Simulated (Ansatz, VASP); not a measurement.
One calculation of Zn4As3, two programs

```
Zn As
1.0
     5.20200    0.00000    0.00000
     0.00000    5.20200    0.00000
     0.00000    0.00000    5.20200
Zn As
4 3
Direct
  0.50000 0.00000 0.00000
  0.00000 0.50000 0.00000
  0.00000 0.00000 0.50000
  0.50000 0.50000 0.50000
  0.00000 0.50000 0.50000
  0.50000 0.00000 0.50000
  0.50000 0.50000 0.00000
```

Change from the starting cell: ordered vacancies on the anion sites of rock salt (Pm-3m, No. 221).

Alike in both runs: task single point; functional PBE; k mesh 4 × 4 × 4; occupations gaussian, width 0.1 eV; no spin polarisation.

|  | VASP | Ansatz |
| --- | --- | --- |
| version | VASP 6.6.1 | Ansatz 0.2.0 |
| potentials or method | VASP PAW PBE potentials, release 64 (Zn, As) | scalar-relativistic, plane waves, PAW |
| plane-wave cutoff (eV) | 520 | 420 |
| valence electrons in the cell | 63 | 93 |

Ansatz gave:

- gap on the k mesh at the Fermi level (eV): none
- pressure (GPa): 1.2

Q: What did VASP give for the same quantities?

A: gap on the k mesh at the Fermi level (eV): none; pressure (GPa): 1.5.

A gap of «none» marks a metal or a gap that the smearing closes. The two sets of potentials don't hold the same shells in valence.
